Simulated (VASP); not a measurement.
# Cu2Mo (Fd-3m) in VASP: further runs

Runs on Cu2Mo. Level: PBE. Tasks: relaxation of cell and atoms.

Everything below comes from runs of VASP 6.6.1. Logs are shortened: lines on timing, memory, paths and dates and some standing lists are left out, and cuts for length are marked.

### 1 The crystal as given

Symmetry: Fd-3m, No. 227, cubic system. The conventional cell has a = 6.790 Å, b = 6.790 Å, c = 6.790 Å, α = 90.00°, β = 90.00°, γ = 90.00°. Cu (site symmetry -3m) has 6 Cu at 2.40 Å as nearest neighbours. Mo (site symmetry -43m) has 12 Cu at 2.81 Å and 4 Mo at 2.94 Å as nearest neighbours.

The cell was built by a generator and needn't be a form met in nature.

### 2 Relaxation of cell and atoms, PBE

INCAR

```
ALGO = Normal ; EDIFF = 1E-6
EDIFFG = -0.01 ; ENCUT = 520
GGA = PE ; IBRION = 2
ISIF = 3 ; ISMEAR = 0
KPAR = 4 ; LASPH = True
LCHARG = False ; LREAL = False
LWAVE = False ; NELM = 120
NSW = 90 ; PREC = Accurate
SIGMA = 0.1
```

KPOINTS

```
k-points
0
Gamma
  8 8 8
```

POSCAR

```
Cu2Mo
1.0
    0.0000000000      3.3950000000      3.3950000000
    3.3950000000      0.0000000000      3.3950000000
    3.3950000000      3.3950000000      0.0000000000
Cu Mo
4 2
Direct
    0.6250000000      0.6250000000      0.6250000000
    0.1250000000      0.6250000000      0.6250000000
    0.6250000000      0.6250000000      0.1250000000
    0.6250000000      0.1250000000      0.6250000000
    0.0000000000      0.0000000000      0.0000000000
    0.2500000000      0.2500000000      0.2500000000
```

Potentials or basis: VASP PAW PBE potentials, release 64 (Cu, Mo_sv).

Launch:

```console
$ cat potpaw_PBE.64/Cu/POTCAR potpaw_PBE.64/Mo_sv/POTCAR > POTCAR
$ mpirun -np 4 vasp_std > vasp.out
```

OUTCAR:

```text
EDIFF = 1E-6
   EDIFFG = -0.01
   ENCUT = 520
   GGA = PE
   IBRION = 2
   ISIF = 3
   ISMEAR = 0
   LASPH = True
   LREAL = False
   NELM = 120
   NSW = 90
   PREC = Accurate

 ion  position               nearest neighbor table
   1  0.625  0.625  0.625-   2 2.40   3 2.40   4 2.40   3 2.40   4 2.40   2 2.40   6 2.81   5 2.81
                             6 2.81   5 2.81   6 2.81   5 2.81
   2  0.125  0.625  0.625-   1 2.40   3 2.40   4 2.40   1 2.40   3 2.40   4 2.40   5 2.81   6 2.81
                             5 2.81   5 2.81   6 2.81   6 2.81
   3  0.625  0.625  0.125-   1 2.40   1 2.40   2 2.40   4 2.40   4 2.40   2 2.40   6 2.81   5 2.81
                             6 2.81   5 2.81   6 2.81   5 2.81
   4  0.625  0.125  0.625-   1 2.40   3 2.40   1 2.40   2 2.40   3 2.40   2 2.40   5 2.81   6 2.81
                             5 2.81   6 2.81   6 2.81   5 2.81
   5  0.000  0.000  0.000-   1 2.81   3 2.81   4 2.81   1 2.81   2 2.81   3 2.81   1 2.81   2 2.81
                             4 2.81   2 2.81   3 2.81   4 2.81   6 2.94   6 2.94   6 2.94   6 2.94
   6  0.250  0.250  0.250-   2 2.81   3 2.81   4 2.81   1 2.81   2 2.81   4 2.81   1 2.81   2 2.81
                             3 2.81   1 2.81   3 2.81   4 2.81   5 2.94   5 2.94   5 2.94   5 2.94

  LATTYP: Found a face centered cubic cell.
 ALAT       =     6.7900000000

  Lattice vectors:

 A1 = (   0.0000000000,   3.3950000000,   3.3950000000)
 A2 = (   3.3950000000,   0.0000000000,   3.3950000000)
 A3 = (   3.3950000000,   3.3950000000,   0.0000000000)

Analysis of symmetry for initial positions (statically):
=====================================================================
 Subroutine PRICEL returns:
 Original cell was already a primitive cell.

 Routine SETGRP: Setting up the symmetry group for a
 face centered cubic supercell.

 Subroutine GETGRP returns: Found 48 space group operations
 (whereof 24 operations were pure point group operations)
 out of a pool of 48 trial point group operations.

The static configuration has the point symmetry T_d .
 The point group associated with its full space group is O_h .

Analysis of symmetry for dynamics (positions and initial velocities):
=====================================================================
 Subroutine PRICEL returns:
 Original cell was already a primitive cell.

 Routine SETGRP: Setting up the symmetry group for a
 face centered cubic supercell.

 Subroutine GETGRP returns: Found 48 space group operations
 (whereof 24 operations were pure point group operations)
 out of a pool of 48 trial point group operations.

The dynamic configuration has the point symmetry T_d .
 The point group associated with its full space group is O_h .

 Subroutine INISYM returns: Found 48 space group operations
 (whereof 24 operations are pure point group operations),
 and found     1 'primitive' translations

----------------------------------------------------------------------------------------

                                     Primitive cell

  volume of cell :      78.2617

  direct lattice vectors                    reciprocal lattice vectors
     0.000000000  3.395000000  3.395000000    -0.147275405  0.147275405  0.147275405
     3.395000000  0.000000000  3.395000000     0.147275405 -0.147275405  0.147275405
     3.395000000  3.395000000  0.000000000     0.147275405  0.147275405 -0.147275405

  length of vectors
     4.801255044  4.801255044  4.801255044     0.255088484  0.255088484  0.255088484

  position of ions in fractional coordinates (direct lattice)
     0.625000000  0.625000000  0.625000000
     0.125000000  0.625000000  0.625000000
     0.625000000  0.625000000  0.125000000
     0.625000000  0.125000000  0.625000000
     0.000000000  0.000000000  0.000000000
     0.250000000  0.250000000  0.250000000

  ion indices of the primitive-cell ions
   primitive index   ion index
                 1           1
                 2           2
                 3           3
                 4           4
                 5           5
                 6           6

----------------------------------------------------------------------------------------

 KPOINTS: k-points

Automatic generation of k-mesh.
 Grid dimensions read from file:
 generate k-points for:    8    8    8

 Generating k-lattice:

  Cartesian coordinates                     Fractional coordinates (reciprocal lattice)
    -0.018409426  0.018409426  0.018409426     0.125000000  0.000000000  0.000000000
     0.018409426 -0.018409426  0.018409426     0.000000000  0.125000000  0.000000000
     0.018409426  0.018409426 -0.018409426     0.000000000  0.000000000  0.125000000

  Length of vectors
     0.031886061  0.031886061  0.031886061

  Shift w.r.t. Gamma in fractional coordinates (k-lattice)
     0.000000000  0.000000000  0.000000000

 Subroutine IBZKPT returns following result:
 ===========================================

 Found     29 irreducible k-points:

 Following reciprocal coordinates:
            Coordinates               Weight
  0.000000  0.000000  0.000000      1.000000
  0.125000  0.000000  0.000000      8.000000
  0.250000  0.000000  0.000000      8.000000
  0.375000  0.000000  0.000000      8.000000
  0.500000  0.000000  0.000000      4.000000
  0.125000  0.125000  0.000000      6.000000
[... 16 lines left out ...]
  0.500000  0.250000  0.125000     48.000000
 -0.375000  0.250000  0.125000     24.000000
 [... further k-points ...]
   k-points           NKPTS =     29   k-points in BZ     NKDIM =     29   number of bands    NBANDS=     43
   number of dos      NEDOS =    301   number of ions     NIONS =      6
   total plane-waves  NPLWV =  46656
   dimension x,y,z NGX =    36 NGY =   36 NGZ =   36
   dimension x,y,z NGXF=    72 NGYF=   72 NGZF=   72
   ions per type =               4   2
   NGX,Y,Z   is equivalent  to a cutoff of  12.47, 12.47, 12.47 a.u.
   NGXF,Y,Z  is equivalent  to a cutoff of  24.93, 24.93, 24.93 a.u.
 SYSTEM =  unknown system
   PREC   = accura    normal or accurate (medium, high low for compatibility)
   ISTART =      0    job   : 0-new  1-cont  2-samecut
   ICHARG =      2    charge: 1-file 2-atom 10-const
   ISPIN  =      1    spin polarized calculation?
   LNONCOLLINEAR =      F non collinear calculations
   LSORBIT =      F    spin-orbit coupling
   LASPH  =      T    aspherical Exc in radial PAW
   ENCUT  =  520.0 eV  38.22 Ry    6.18 a.u.   8.93  8.93  8.93*2*pi/ulx,y,z
   NELM   =    120;   NELMIN=  2; NELMDL= -5     # of ELM steps
   EDIFF  = 0.1E-05   stopping-criterion for ELM
   LREAL  =      F    real-space projection
   EDIFFG = -.1E-01   stopping-criterion for IOM
   NSW    =     90    number of steps for IOM
   IBRION =      2    ionic relax: 0-MD 1-quasi-New 2-CG
   NFREE  =      1    steps in history (QN), initial steepest desc. (CG)
   ISIF   =      3    stress and relaxation
   ISYM   =      2    0-nonsym 1-usesym 2-fastsym
   POTIM  = 0.5000    time-step for ionic-motion
   TEBEG  =    0.0;   TEEND  =   0.0 temperature during run
   PSTRESS=    0.0 pullay stress
   NELECT =      72.0000    total number of electrons
   NUPDOWN=      -1.0000    fix difference up-down
   EMIN   =  10.00;   EMAX   =-10.00  energy-range for DOS
   EFERMI =   0.00;   METHOD = LEGACY
   ISMEAR =     0;   SIGMA  =   0.10  broadening in eV -4-tet -1-fermi 0-gaus
   EFERMI_NEDOS =   21; number of points for ismear=-14 and -15
   IALGO  =     38    algorithm
   IMIX   =      4    mixing-type and parameters
     AMIX     =   0.40;   BMIX     =  1.00
     AMIX_MAG =   1.60;   BMIX_MAG =  1.00
  volume/ion in A,a.u.               =      13.04        88.02
  Fermi-wavevector in a.u.,A,eV,Ry     =   1.592218  3.008856 34.492924  2.535158
  Thomas-Fermi vector in A             =   2.690637
   LORBIT       =      0    0 simple, 1 ext, 2 COOP (PROOUT), +10 PAW based schemes
   GGA     = PE    functional components
   LHFCALC =     F    Hartree Fock is set to
   AEXX    =    0.0000 exact exchange contribution
   IVDW    =     0    specifies the selected vdW correction
   LEPSILON=     F    determine dielectric tensor
   LRPA    =     F    only Hartree local field effects (RPA)
 conjugate gradient relaxation of ions
 non-spin polarized calculation
 Gauss-broadening in eV      SIGMA  =   0.10
  energy-cutoff  :      520.00
  volume of cell :       78.26
 maximum number of plane-waves:      2148
   NGX = 17   NGY = 17   NGZ = 17

--------------------------------------- Ionic step        1  -------------------------------------------

 number of electron      72.0000058 magnetization

 Free energy of the ion-electron system (eV)
  ---------------------------------------------------
  ext. energy  EPLUGINS =         0.00000000
  ---------------------------------------------------
  free energy    TOTEN  =       -35.46611325 eV

  energy without entropy =      -35.43462351  energy(sigma->0) =      -35.45036838

------------------------ aborting loop because EDIFF is reached ----------------------------------------

  FORCE on cell =-STRESS in cart. coord.  units (eV):
  Direction    XX          YY          ZZ          XY          YZ          ZX
  --------------------------------------------------------------------------------------
  -------------------------------------------------------------------------------------
  Total       -0.2561128     -0.2561128     -0.2561128      0.0000000      0.0000000     -0.0000000
  in kB       -5.2431534     -5.2431534     -5.2431534      0.0000000      0.0000000     -0.0000000
  external PRESSURE =      -5.2431534 kB  Pullay stress =       0.0000000 kB
[... 65 lines left out ...]
  energy  without entropy=      -35.4341921554  energy(sigma->0) =      -35.44987011

--------------------------------------- Ionic step        3  -------------------------------------------

 number of electron      72.0000059 magnetization

 Free energy of the ion-electron system (eV)
  ---------------------------------------------------
  ext. energy  EPLUGINS =         0.00000000
  ---------------------------------------------------
  free energy    TOTEN  =       -35.46632902 eV

  energy without entropy =      -35.43488582  energy(sigma->0) =      -35.45060742

 E-fermi :   9.3314     XC(G=0): -13.0521

 val. band max:        9.3191542565   @ k =   0.5000   0.2500   0.0000
 cond. band min:       9.3355404016   @ k =   0.5000   0.1250   0.0000
 fundamental gap:      0.0163861451
 Fermi energy:         9.3313958438

 k-point     1 :       0.0000    0.0000    0.0000
  band No.  band energies     occupation
      1     -51.3219      2.00000
      2     -51.2286      2.00000
      3     -25.4590      2.00000
      4     -25.4590      2.00000
      5     -25.4590      2.00000
      6     -25.2116      2.00000
[... 1093 lines left out ...]
     42      12.2329      0.00000
     43      13.1677      0.00000

 [... further k-points ...]

------------------------ aborting loop because EDIFF is reached ----------------------------------------

  FORCE on cell =-STRESS in cart. coord.  units (eV):
  Direction    XX          YY          ZZ          XY          YZ          ZX
  --------------------------------------------------------------------------------------
  -------------------------------------------------------------------------------------
  Total        0.0089633      0.0089633      0.0089633     -0.0000000      0.0000000     -0.0000000
  in kB        0.1838856      0.1838856      0.1838856     -0.0000000      0.0000000     -0.0000000
  external PRESSURE =       0.1838856 kB  Pullay stress =       0.0000000 kB
[... 21 lines left out ...]
  FREE ENERGIE OF THE ION-ELECTRON SYSTEM (eV)
  ---------------------------------------------------
  free  energy   TOTEN  =       -35.4663290236 eV

  energy  without entropy=      -35.4348858152  energy(sigma->0) =      -35.45060742

 reached required accuracy - stopping structural energy minimisation
```

It took 75 s on 4 MPI ranks of Intel Xeon Platinum 8488C (Sapphire Rapids), shared host; peak memory 0.25 GiB.

Results:

```
Free energy                            : -35.4663 eV
Relaxed volume                         : 13.02 Å³/atom
Relaxed cell                           : a = 4.798 Å, b = 4.798 Å, c = 4.798 Å, α = 60.00°, β = 60.00°, γ = 60.00°
Space group after relaxing (to 0.05 Å) : Fd-3m (No. 227)
Energy gained by relaxing              : 0.0 meV/atom
Ionic steps                            : 3
Pressure after relaxing                : 0.0 GPa
Band gap on the k mesh                 : none (metal or under the smearing width)
```

The path:
```tsv
step	energy change (eV)	largest force (eV/Å)	pressure (GPa)	volume (Å³)
1	0.0000	0.0000	-0.52	78.26
2	0.0006	0.0000	0.79	77.78
3	-0.0002	0.0000	0.02	78.10
```

Final structure:
```yaml
crystal:
  lattice:
    - [0.00000, 3.39261, 3.39261]
    - [3.39261, 0.00000, 3.39261]
    - [3.39261, 3.39261, 0.00000]
  atoms:
    - { symbol: Cu, position: [0.62500, 0.62500, 0.62500] }
    - { symbol: Cu, position: [0.12500, 0.62500, 0.62500] }
    - { symbol: Cu, position: [0.62500, 0.62500, 0.12500] }
    - { symbol: Cu, position: [0.62500, 0.12500, 0.62500] }
    - { symbol: Mo, position: [0.00000, 0.00000, 0.00000] }
    - { symbol: Mo, position: [0.25000, 0.25000, 0.25000] }
```

### 3 Relaxation of cell and atoms, PBE

This run uses another cell than the first one, of 13.02 Å³/atom, 0.998 times its volume.

INCAR

```
ALGO = Normal ; EDIFF = 1E-7
EDIFFG = -0.005 ; ENCUT = 520
GGA = PE ; IBRION = 2
ISIF = 3 ; ISMEAR = 0
KPAR = 4 ; LASPH = True
LCHARG = False ; LREAL = False
LWAVE = False ; NELM = 120
NSW = 60 ; POTIM = 0.3
PREC = Accurate ; SIGMA = 0.1
```

KPOINTS is that of step 2.

POSCAR

```
Cu2Mo                                   
1.0
    0.0000000000      3.3926110756      3.3926110756
    3.3926110756      0.0000000000      3.3926110756
    3.3926110756      3.3926110756      0.0000000000
  Cu              Mo            
     4     2
Direct
     0.6250000000000000    0.6250000000000000    0.6250000000000000
     0.1250000000000000    0.6250000000000000    0.6250000000000000
     0.6250000000000000    0.6250000000000000    0.1250000000000000
     0.6250000000000000    0.1250000000000000    0.6250000000000000
     0.0000000000000000    0.0000000000000000    0.0000000000000000
     0.2500000000000000    0.2500000000000000    0.2500000000000000
```

Potentials or basis: VASP PAW PBE potentials, release 64 (Cu, Mo_sv).

Launch:

```console
$ cat potpaw_PBE.64/Cu/POTCAR potpaw_PBE.64/Mo_sv/POTCAR > POTCAR
$ mpirun -np 4 vasp_std > vasp.out
```

It took 38 s on 4 MPI ranks of Intel Xeon Platinum 8488C (Sapphire Rapids), shared host; peak memory 0.24 GiB.

The run converged. Its results:

| Item | Value |
| --- | --- |
| Free energy | -35.4662 eV |
| Pressure after relaxing | 0.0 GPa |
| Band gap on the k mesh | none (metal or under the smearing width) |

Final structure:
```
Cu Mo
1.0
     0.00000    3.39261    3.39261
     3.39261    0.00000    3.39261
     3.39261    3.39261    0.00000
Cu Mo
4 2
Direct
  0.62500 0.62500 0.62500
  0.12500 0.62500 0.62500
  0.62500 0.62500 0.12500
  0.62500 0.12500 0.62500
  0.00000 0.00000 0.00000
  0.25000 0.25000 0.25000
```

Levels at points of the mesh, in eV from the Fermi level:
```tsv
k point	band 33	band 34	band 35	band 36	band 37	band 38	band 39	band 40
(0.00, 0.00, 0.00)	-1.33	-1.33	-0.36	-0.36	-0.36	0.16	2.16	2.16
(0.50, 0.00, 0.00)	-0.50	-0.50	-0.14	-0.13	-0.13	0.02	2.00	2.00
(0.50, 0.50, 0.00)	-0.46	-0.46	0.40	0.40	0.54	0.54	1.81	1.81
```

Caveat: the relaxation stopped at its first step, so nothing moved.
